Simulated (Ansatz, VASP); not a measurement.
# Cross-check of ZnCd (ZnCd in the Bh ordering) between VASP and Ansatz

Wanted: the spread between two codes on one cell, functional and k mesh. The cell is generated by rule, not measured, and may not be a known phase. Of the first pair: The cell is taken from a series of runs on this material, whose earlier steps may have relaxed, scaled, displaced or heated it; both programs get it as it stands.

Method: plane waves, with VASP 6.6.1 beside it; relaxation of cell and atoms at PBE and zone-centre phonons at PBE, in Ansatz 0.2.0.

### 1. The starting structure

Symmetry: P-6m2, No. 187, hexagonal system. The conventional cell has a = 3.066 Å, b = 3.066 Å, c = 4.673 Å, α = 90.00°, β = 90.00°, γ = 120.00°. Cd has 6 Zn at 2.93 Å and 6 Cd at 3.07 Å nearest. Zn has 6 Cd at 2.93 Å and 6 Zn at 3.07 Å nearest. Farther neighbours are not listed.

### 2. Ansatz: relaxation of cell and atoms, PBE, pair 1

Ansatz runs on its default PAW (the set named soft_2) files.

The relaxed volume is the usual yardstick between codes: in a stiff, nearly cubic crystal its relative difference is about their pressure difference at one cell divided by the bulk modulus.

The input, input.yaml:

```yaml
crystal:
  lattice:
    - [3.0661568061, 0.0, 0.0]
    - [-1.533078403, 2.655369686, 0.0]
    - [0.0, 0.0, 4.6730181506]
  atoms:
    - { symbol: Cd, position: [0.3333333333, 0.6666666667, 0.25] }
    - { symbol: Zn, position: [0.6666666667, 0.3333333333, 0.75] }
kpoints:
  mp_grid: { grid: [12, 12, 6] }
hamiltonian:
  xc: pbe
scf:
  occupations: { method: methfessel_paxton, width: 0.2 }
output:
  forces: true
  stress: true
  eigenvalues: true
relax:
  adjacent_minimum: "off"
  f_tol: 0.001
  max_steps: 60
  cell: { stress_tol: 0.01 }
```

Started as:

```console
$ ansatz run input.yaml --threads 4 --pin off --max-ram 8192MiB --backend cpu --events-out ev --progress --plain --runs-dir out
```

Numbers of over 12 decimals in the logs are rounded to 6 here.

The log of the run:

```text
Engine: ansatz 0.2.0, x86_64-unknown-linux-gnu
Pseudopotentials: kind: paw
Pseudopotential: Cd, paw, valence charge 20, recommended cutoff 420 eV (normal), Cd.paw.azcp
Pseudopotential: Zn, paw, valence charge 12, recommended cutoff 420 eV (normal), Zn.paw.azcp
Functional definition: PBE
  parameter kappa = 0.804
  parameter beta = 0.066725
  exchange = pbe_x(kappa = kappa, mu = beta*pi^2/3)
  correlation = pbe_c(beta = beta)
Crystal: 2 atoms, lattice volume = 38.047 Å³
Basis set: ecut = 420 eV, 735 PW (Γ), exchange–correlation on 48×48×64 points (8 copies of the dense FFT grid, shifted against one another)
Bands: 20, of which v1, the nominal top of the filled ones, is band 16 counted from 1 (15 counted from 0)
Symmetry: 12 space group operations
Space group: P-6m2 (ITA 187), of the structure as read, at distance tolerance 3.4e-5 Å
k-points: 76 of 864 (time reversal used)
Non-local potential: Cd, projectors of the file, l = 0: 3, l = 1: 2, l = 2: 2, l = 3: 1
Non-local potential: Zn, projectors of the file, l = 0: 2, l = 1: 2, l = 2: 3, l = 3: 1
PAW form: soft (Blöchl's): semilocal exchange-correlation on the pseudo side does not see the compensation charge
PAW one-centre angular grid: Cd, 590 points (default); XC on 64 Gauss nodes
PAW one-centre angular grid: Zn, 590 points (default); XC on 64 Gauss nodes
Initial density: superposition of atomic densities (neutral atoms: chi_scale 0, normalization atom), corrected by the library's trained network
Initial wavefunctions: pseudopotential atomic-orbital guess
Functional: x = pbe(κ = 0.804, μ = 0.219515), c = pbe(β = 0.066725)
SCF iter   1: F=—  HF=-11573.309430 eV  |F-HF|=—  |Δ(HF+E_count)|=         —  Δρ=1.24e-3  dr2=6.70e-4  ethr=1.77e-3  ⟨swp⟩=4.9  Hψ=6174  notcnv=0
preconditioner: auto → none  [metal: Δε(μ)=0.113 eV  Ē_g=12.624 eV  σ=0.200 eV  W_gap=0.43  n_scr=8 (ndim 8)  ℏωp=29.5 eV  f_vac=0.000  D(μ)=0.33/eV (n_scr^D=0)  sad-step TF]
SCF iter   2: F=—  HF=-11573.309956 eV  |F-HF|=—  |Δ(HF+E_count)|=   5.26e-4  S|Δr|=    0.00e0  Δρ=6.51e-4  dr2=2.74e-4  ethr=2.09e-6  ⟨swp⟩=2.2  Hψ=2980  notcnv=0
SCF iter   3: F=—  HF=-11573.309953 eV  |F-HF|=—  |Δ(HF+E_count)|=   3.08e-6  S|Δr|=    0.00e0  Δρ=3.88e-4  dr2=4.46e-5  ethr=8.57e-7  ⟨swp⟩=2.0  Hψ=2039  notcnv=0
SCF iter   4: F=—  HF=-11573.309940 eV  |F-HF|=—  |Δ(HF+E_count)|=   1.27e-5  S|Δr|=    0.00e0  Δρ=1.34e-4  dr2=5.82e-6  ethr=1.39e-7  ⟨swp⟩=2.0  Hψ=2420  notcnv=0
SCF iter   5: F=—  HF=-11573.309941 eV  |F-HF|=—  |Δ(HF+E_count)|=   8.74e-7  S|Δr|=    0.00e0  Δρ=3.90e-5  dr2=4.62e-7  ethr=1.82e-8  ⟨swp⟩=2.0  Hψ=2431  notcnv=0
SCF iter   6: F=-11573.309941 eV  HF=-11573.309941 eV  |F-HF|=3.43e-8  |Δ(HF+E_count)|=   2.53e-7  S|Δr|=    0.00e0  Δρ=1.52e-5  dr2=3.70e-8  ethr=3.13e-10  ⟨swp⟩=5.2  Hψ=6692  notcnv=0
SCF 1 converged in 6 iterations: F = -11573.309941 eV  dr2 = 3.70e-8
  greatest PAW one-centre occupation: 1.000 electrons in one spin orbital (limit 2), on the Cd atom at site 0 (counted from 0), in its partial waves of l = 0
relax step   1: F+E_penalty+E_count = -11573.30994146 eV  Δ(F+E_penalty+E_count) = +0.000e0 eV  max|allowed force component| = 6.939e-17 eV/Å  Δτ_max = 0.0000 Å  P = -0.043 GPa  Ω = 38.047 Å³  (6 SCF iters, dr2 threshold 1.00e-7 eV, accepted)
[...]
relax step   2: F+E_penalty+E_count = -11573.30998077 eV  Δ(F+E_penalty+E_count) = -3.931e-5 eV  max|allowed force component| = 1.619e-16 eV/Å  Δτ_max = 0.0000 Å  P = +0.003 GPa  Ω = 38.019 Å³  energy of the carried Pulay correction = +1.361e-5 eV  (4 SCF iters, dr2 threshold 5.17e-8 eV, accepted)
[...]
relax step   3: F+E_penalty+E_count = -11573.30997924 eV  Δ(F+E_penalty+E_count) = +1.530e-6 eV  max|allowed force component| = 3.701e-17 eV/Å  Δτ_max = 0.0000 Å  P = -0.004 GPa  Ω = 38.026 Å³  energy of the carried Pulay correction = +1.065e-5 eV  (4 SCF iters, dr2 threshold 1.03e-9 eV, accepted)
[...]
relax step   4: F+E_penalty+E_count = -11573.30996645 eV  Δ(F+E_penalty+E_count) = +1.279e-5 eV  max|allowed force component| = 5.089e-17 eV/Å  Δτ_max = 0.0000 Å  P = -0.004 GPa  Ω = 38.026 Å³  stress off target by 4.08e-3 GPa  SCF on the basis re-selected at this cell (its energy is not comparable with the rows above)  (5 SCF iters)
basis re-selected at this cell: Δ(F+E_penalty+E_count) = +1.279e-5 eV, ΔP = +0.000 GPa vs the last step (what re-selecting the basis moved, of the pressure what is left beyond the Pulay correction that the steps carried, after the strain that the cell walked since its last selection, with what the two solves' SCF thresholds leave and, on support functions, any second-order correction that the steps lacked; it is no m [...]
SCF converged after 5 iterations
Stability not checked: this state was not tested for a lower state beside it, because cold or Methfessel-Paxton smearing, or corrected tetrahedra, fill the levels in a way that the test cannot read (fill_not_monotonic; see scf.lower_state_search)
Free energy (F): -11573.309966 eV
Harris-Foulkes:  -11573.309966 eV  (|F-HF|=1.82e-12)
Internal energy: -11573.312335 eV  (E = F + TS)
E sigma→0 (E₀):  -11573.310559 eV
Entropy (-TS):   0.002369 eV (1.184 meV/atom)
Fermi energy:    12.628094 eV
--- Per-component energies (eV) ---
  E_band       = -365.232209
  E_kinetic    = 635.007441
  E_local      = -4634.261679  (includes V_loc(G=0)·N_el)
  E_nonlocal   = 643.842754
  E_hartree    = 2097.975186
  E_xc         = -314.269263
  E_vxc        = -274.016336  (∫ρ·V_xc dr)
  E_paw        = -5907.862687  (= ΣΔE_a)
  E_vpaw       = -931.754400  (= ΣTr[D̂ρ^β])
  E_aug_tail   = -0.000350  (compensation charges beyond the density's cutoff)
  E_ewald      = -4093.743736
  E_smearing   = 0.002369  (= −TS)
  E_closure    = 0.000000  (closes the sum)
  Σ components = -11573.309966   (vs F -11573.309966, Δ=0.00e0)
--- Forces (eV/Å), atoms counted from 1 ---
  atom   1  Cd     0.00000000     0.00000000     0.00000000
  atom   2  Zn     0.00000000    -0.00000000    -0.00000000
  max |Σ_I F_I| component: 8.33e-17 eV/Å
--- Stress (GPa, compression-positive) ---
       -0.004079      -0.000000       0.000000
       -0.000000      -0.004079       0.000000
        0.000000       0.000000      -0.002846
  P = ⅓ Tr σ = -0.0037 GPa (-0.037 kbar)
--- Band table (eV; the first three rows and the last of 76) ---
  k-point 0: bands = [... 12 lower, 5.3248, 5.5342, 5.5342, 10.5657, 12.1369, 24.3581, 24.3581, 25.6043]
  k-point 1: bands = [... 12 lower, 5.3329, 5.5326, 5.5326, 8.8621, 14.2096, 24.5032, 24.5032, 25.6254]
  k-point 2: bands = [... 12 lower, 5.3541, 5.5249, 5.5249, 6.9500, 17.2259, 24.1162, 24.8296, 24.8296]
  k-point 75: bands = [... 12 lower, 5.4035, 5.5415, 12.7232, 12.9643, 12.9777, 13.8045, 14.0966, 14.2920]
--- Relaxed structure (3 steps of the walk, 3 accepted, 1 SCFs on fresh bases) ---
  F+E_penalty+E_count = -11573.30996645 eV   max|allowed force component| = 5.089e-17 eV/Å   (the final SCF, on the basis selected at the relaxed cell)
  cell:  # Å, volume = 38.0260 Å³
    - [3.067708, -2.8882241153189487e-11, 0.0]
    - [-1.533854, 2.656713, 0.0]
    - [0.0, 0.0, 4.665752]
  atoms:
    - { symbol: Cd, position: [0.333333, 0.666667, 0.250000] }
    - { symbol: Zn, position: [0.666667, 0.333333, 0.75] }
```

### 3. VASP: relaxation of cell and atoms, PBE, pair 1

The same cell, functional, mesh and smearing now go to VASP, with its own data sets.

Lines of VASP's logs that name or quote its potential files are left out, and so is its time.

The input, INCAR:

```
SYSTEM = ZnCd
PREC = Accurate
ENCUT = 500
EDIFF = 1E-07
NELM = 120
ISMEAR = 1
SIGMA = 0.2
LREAL = .FALSE.
ALGO = Normal
GGA = PE
NBANDS = 18
LORBIT = 11
LWAVE = .FALSE.
LCHARG = .FALSE.
ISIF = 3
IBRION = 2
NSW = 80
EDIFFG = -0.005
LASPH = .TRUE.
GGA_COMPAT = .FALSE.
NELMIN = 4
KPAR = 2
```

The input, POSCAR:

```
ZnCd
1.0
    3.0661570000      0.0000000000      0.0000000000
   -1.5330780000      2.6553700000      0.0000000000
    0.0000000000      0.0000000000      4.6730180000
Cd Zn
1 1
Direct
    0.3333330991      0.6666664156      0.2500001070
    0.6666663865      0.3333332078      0.7500001070
```

The input, KPOINTS:

```
Automatic mesh
0
Gamma
12 12 6
0 0 0
```

PAW data sets: Cd and Zn (PBE family, release 64).

Started as:

```console
$ mpirun -np 2 vasp_std
```

The log of the run:

```text
[banner, memory and clock lines left out]
running    2 mpi-ranks, on    1 nodes
 distrk:  each k-point on    1 cores,    2 groups
 distr:  one band on    1 cores,    1 groups

 POSCAR found type information on POSCAR CdZn
 POSCAR found :  2 types and       2 ions
 LDA part: xc-table for (Slater+PW92), standard interpolation
 POSCAR, INCAR and KPOINTS ok, starting setup
 FFT: planning ... GRIDC
 FFT: planning ... GRID_SOFT
 FFT: planning ... GRID
 WAVECAR not read
 entering main loop
       N       E                     dE             d eps       ncg     rms          rms(c)
DAV:   1     0.146941068040E+03    0.14694E+03   -0.12493E+04  2744   0.170E+03
DAV:   2     0.351975141583E+01   -0.14342E+03   -0.13885E+03  2744   0.329E+02
DAV:   3    -0.178658327941E+01   -0.53063E+01   -0.52886E+01  3058   0.752E+01
DAV:   4    -0.181021914339E+01   -0.23636E-01   -0.23631E-01  3152   0.474E+00
DAV:   5    -0.181031642632E+01   -0.97283E-04   -0.97282E-04  2952   0.290E-01    0.432E+00
DAV:   6    -0.168673045647E+01    0.12359E+00   -0.41964E-01  2982   0.108E+01    0.343E+00
DAV:   7    -0.168116777521E+01    0.55627E-02   -0.25904E-02  3174   0.294E+00    0.184E+00
DAV:   8    -0.168025077823E+01    0.91700E-03   -0.56740E-03  3508   0.136E+00    0.884E-02
DAV:   9    -0.168025117834E+01   -0.40012E-06   -0.44332E-04  3022   0.368E-01    0.447E-02
DAV:  10    -0.168028482509E+01   -0.33647E-04   -0.38529E-05  2972   0.712E-02    0.686E-03
DAV:  11    -0.168028483704E+01   -0.11945E-07   -0.11578E-06  3190   0.131E-02    0.168E-03
DAV:  12    -0.168028480095E+01    0.36091E-07   -0.13300E-07  2336   0.367E-03
   1 F= -.16802848E+01 E0= -.16811376E+01  d E =-.168028E+01
[...]
2 F= -.16804259E+01 E0= -.16812745E+01  d E =-.141064E-03
[...]
3 F= -.16804279E+01 E0= -.16812754E+01  d E =-.143148E-03
[...]
4 F= -.16804281E+01 E0= -.16812757E+01  d E =-.143300E-03
[...]
5 F= -.16804350E+01 E0= -.16812706E+01  d E =-.689453E-05
 trial-energy change:   -0.000007  1 .order   -0.000006   -0.000008   -0.000005
 step:   1.7686(harm=  2.8870)  dis= 0.00000  next Energy=    -1.680437 (dE=-0.884E-05)
 bond charge predicted
       N       E                     dE             d eps       ncg     rms          rms(c)
DAV:   1    -0.168045479113E+01   -0.19776E-04   -0.62595E-04  2920   0.212E-01    0.254E-02
DAV:   2    -0.168044337936E+01    0.11412E-04   -0.85855E-06  2888   0.475E-02    0.149E-02
DAV:   3    -0.168043767089E+01    0.57085E-05   -0.54818E-06  3034   0.301E-02    0.298E-03
DAV:   4    -0.168043773303E+01   -0.62133E-07   -0.80153E-07  2884   0.936E-03
   6 F= -.16804377E+01 E0= -.16812638E+01  d E =-.963189E-05
 curvature:  -0.91 expect dE=-0.684E-06 dE for cont linesearch -0.684E-06
 trial: gam=-0.21475 g(F)=  0.372E-41 g(S)=  0.753E-06 ort = 0.238E-05 (trialstep = 0.118E+01)
 search vector abs. value=  0.774E-07
 reached required accuracy - stopping structural energy minimisation
```

Parts of OUTCAR (step 3):

```text
ion  position               nearest neighbor table
   1  0.333  0.667  0.250-   2 2.93   2 2.93   2 2.93   2 2.93   2 2.93   2 2.93
   2  0.667  0.333  0.750-   1 2.93   1 2.93   1 2.93   1 2.93   1 2.93   1 2.93

  LATTYP: Found a hexagonal cell.
 ALAT       =     3.0661570000
 C/A-ratio  =     1.5240635101

 Subroutine GETGRP returns: Found 12 space group operations
 (whereof  6 operations were pure point group operations)

The static configuration has the point symmetry C_3v.
 The point group associated with its full space group is D_3h.

 Found     76 irreducible k-points:

   k-points           NKPTS =     76   k-points in BZ     NKDIM =     76   number of bands    NBANDS=     18

   dimension x,y,z NGX =    24 NGY =   24 NGZ =   36
   dimension x,y,z NGXF=    48 NGYF=   48 NGZF=   72

   ENCUT  =  500.0 eV  36.75 Ry    6.06 a.u.   5.59  5.59  8.52*2*pi/ulx,y,z

   NELECT =      24.0000    total number of electrons

 k-points in reciprocal lattice and weights: Automatic mesh
   0.00000000  0.00000000  0.00000000       0.001
   0.08333333  0.00000000  0.00000000       0.007
   0.16666667  0.00000000  0.00000000       0.007
   0.25000000  0.00000000  0.00000000       0.007
   0.33333333  0.00000000  0.00000000       0.007
   0.41666667  0.00000000  0.00000000       0.007
   0.50000000  0.00000000  0.00000000       0.003
   0.08333333  0.08333333  0.00000000       0.007
   0.16666667  0.08333333  0.00000000       0.014
[...]
0.33333333  0.25000000  0.50000000       0.014
   0.33333333  0.33333333  0.50000000       0.002

 average (electrostatic) potential at core
       1 -39.6373       2 -37.0334

 E-fermi :   2.7535

 k-point     1 :       0.0000    0.0000    0.0000
  band No.  band energies     occupation
    ...
      9      -4.5505      2.00000
     10      -4.3436      2.00000
     11      -4.3436      2.00000
     12       0.7167      2.00000
     13       2.2467      2.00199
     14      14.5169      0.00000
     15      14.5169      0.00000
     16      16.2337      0.00000
     17      16.9062      0.00000
     18      16.9062      0.00000

 k-point     2 :       0.0833    0.0000    0.0000
  band No.  band energies     occupation
    ...
      9      -4.5287      2.00000
     10      -4.3789      2.00000
     11      -4.3421      2.00000
     12       0.9577      2.00000
     13       2.3441      2.01370
     14      12.5944      0.00000
     15      13.5935      0.00000
     16      15.5081      0.00000
     17      17.8662      0.00000
     18      17.9299      0.00000

 k-point     3 :       0.1667    0.0000    0.0000
  band No.  band energies     occupation
    ...
      9      -4.4684      2.00000
     10      -4.4588      2.00000
     11      -4.3381      2.00000
     12       1.6352      2.00000
     13       2.6515      1.75133
     14       9.6979      0.00000
     15      12.2066      0.00000
     16      14.6771      0.00000
     17      16.7212      0.00000
     18      16.7792      0.00000

  Total        0.0021748      0.0021748     -0.0046636      0.0000000      0.0000000      0.0000000
  in kB        0.0911436      0.0911436     -0.1954517      0.0000000      0.0000000      0.0000000
  external PRESSURE =      -0.0043882 kB  Pullay stress =       0.0000000 kB

  energy-cutoff  :      500.00
  volume of cell :       38.23
      direct lattice vectors                 reciprocal lattice vectors
     3.072838849  0.000000001  0.000000000     0.325431970  0.187888164 -0.000000000
    -1.536418922  2.661156652  0.000000000    -0.000000000  0.375776450  0.000000000
     0.000000000 -0.000000000  4.675024789     0.000000000  0.000000000  0.213902609

 POSITION                                       TOTAL-FORCE (eV/Angst)
 -----------------------------------------------------------------------------------
      0.00000      1.77410      1.16876         0.000000      0.000000     -0.000000
      1.53642      0.88705      3.50627        -0.000000     -0.000000      0.000000
 -----------------------------------------------------------------------------------
    total drift:                                0.000205      0.000239     -0.000000

  FREE ENERGIE OF THE ION-ELECTRON SYSTEM (eV)
  ---------------------------------------------------
  free  energy   TOTEN  =        -1.6804377330 eV

  energy  without entropy=       -1.6829158221  energy(sigma->0) =       -1.68126376

 reached required accuracy - stopping structural energy minimisation

 total charge
# of ion       s       p       d       tot
------------------------------------------
    1        0.513   0.330   9.485  10.328
    2        0.605   0.329   9.725  10.659
--------------------------------------------------
tot          1.118   0.659  19.210  20.987

[... 3 further parts left out ...]
```

CONTCAR:

```
ZnCd
   1.00000000000000
     3.0728388492937757    0.0000000012591605    0.0000000000000000
    -1.5364189224668097    2.6611566515581431    0.0000000000000000
     0.0000000000000000   -0.0000000000000000    4.6750247893178267
  Cd              Zn
     1     1
Direct
     0.3333330991000025    0.6666664155999982    0.2500001069999982
     0.6666663864999975    0.3333332078000026    0.7500001069999982
```

### 4. Differences

Known differences besides the potentials themselves: the data sets hold 32 valence electrons in Ansatz (on its default PAW (the set named soft_2) files) and 24 in VASP; the cutoff is 420 eV in Ansatz and 500 eV in VASP; Ansatz adds a Pulay correction to the stress that steers its cell, VASP none. Total energies have different zeros and are not compared.

The two programs side by side:

| quantity | Ansatz | VASP | difference |
| --- | --- | --- | --- |
| volume (Å³) | 38.03 | 38.23 | -0.53 % |
| edge a after relaxation, in the typed setting (Å) | 3.068 | 3.073 | -0.17 % |
| edge c after relaxation, in the typed setting (Å) | 4.666 | 4.675 | -0.20 % |

### 5. Ansatz: relaxation of cell and atoms, PBE, pair 2

The relaxed volume is the usual yardstick between codes: in a stiff, nearly cubic crystal its relative difference is about their pressure difference at one cell divided by the bulk modulus. Its start cell is another than that of the pair before, and may be another structure of the material.

The two relaxations start from unlike cells of this crystal (the structure described is Ansatz's start), so only their ends are compared.

The input, input.yaml:

```yaml
crystal:
  lattice:
    - [2.96164, 0.0, 0.0]
    - [-1.48082, 2.56485, 0.0]
    - [0.0, 0.0, 4.83636]
  atoms:
    - { symbol: Cd, position: [0.33333333, 0.66666667, 0.25] }
    - { symbol: Zn, position: [0.66666667, 0.33333333, 0.75] }
kpoints:
  mp_grid: { grid: [12, 12, 6] }
hamiltonian:
  xc: pbe
scf:
  occupations: { method: gaussian, width: 0.1 }
output:
  forces: true
  stress: true
  eigenvalues: true
  write_density: true
  write_potential: true
  elf: true
  volumetric_format: npy
relax:
  adjacent_minimum: "off"
  f_tol: 0.005
  max_steps: 80
  cell: { stress_tol: 0.05 }
```

Started as:

```console
$ ansatz run input.yaml --threads 4 --pin off --max-ram 8192MiB --backend cpu --events-out ev --progress --plain --runs-dir out
```

The log of the run:

```text
[...]
Crystal: 2 atoms, lattice volume = 36.738 Å³
Basis set: ecut = 420 eV, 701 PW (Γ), exchange–correlation on 40×40×72 points (8 copies of the dense FFT grid, shifted against one another)
Bands: 20, of which v1, the nominal top of the filled ones, is band 16 counted from 1 (15 counted from 0)
Symmetry: 12 space group operations
[...]
k-points: 76 of 864 (time reversal used)
[...]
k-point 75: bands = [... 12 lower, 5.3979, 5.5358, 12.7223, 12.9606, 12.9760, 13.8004, 14.0891, 14.2847]
--- Relaxed structure (7 steps of the walk, 7 accepted, 1 SCFs on fresh bases) ---
[...]
cell:  # Å, volume = 38.0467 Å³
    - [3.066157, 0.0, 0.0]
    - [-1.533078, 2.655370, 0.0]
    - [0.0, 0.0, 4.673018]
  atoms:
    - { symbol: Cd, position: [0.333333, 0.666667, 0.25] }
    - { symbol: Zn, position: [0.666667, 0.333333, 0.750000] }
[key lines of the parts left out:]
SCF converged after 7 iterations
Free energy (F): -11573.311541 eV
Fermi energy:    12.637034 eV
P = ⅓ Tr σ = -0.0106 GPa (-0.106 kbar)
```

(Continued in part 2 of 2.)

[Lines on the potential files, build, host, timing and source positions are cut from VASP's logs without a mark.]

[Logs are printed without paths, hosts, clocks, repeated set-up lines and the standing remarks that a program may print on its own settings, such as how far it seeks lower states.]

[Hosts, paths, dates, database ids (printed as entryN), source tags and the programs' standing remarks are cut or masked in the printed files.]
